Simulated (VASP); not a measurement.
Consider the following.

```
Pm
1.0
    0.00000     2.53143     2.53143
    2.53143     0.00000     2.53143
    2.53143     2.53143     0.00000
Pm
1
Direct
  0.00000   0.00000   0.00000
```

Calculation: PBEsol GGA with spin-orbit coupling, VASP's PBE PAW potentials (set 64) (plane waves; VASP). Numerical set-up: 400 eV cut-off, 11×11×11 Γ-centred mesh, Gaussian smearing of 0.050 eV, potentials Pm_3.

The 4f electrons are frozen in the core of the lanthanide potential, so 4f levels, which can set the real gap, and their magnetism are missing.

Problem. Estimate the energy per atom (σ→0), band gap (over mesh and band path) with the smallest direct gap where there is one.

Solution. 
```yaml
band gap (over mesh and band path): none (metal, semimetal or under 0.01 eV)
energy per atom (σ→0): -5.490 eV/atom
```

Only differences to runs with the same potentials and settings are physical.

The structure was generated: Pm was put into the fcc type (Fm-3m), which need not be its known phase. It was relaxed first.
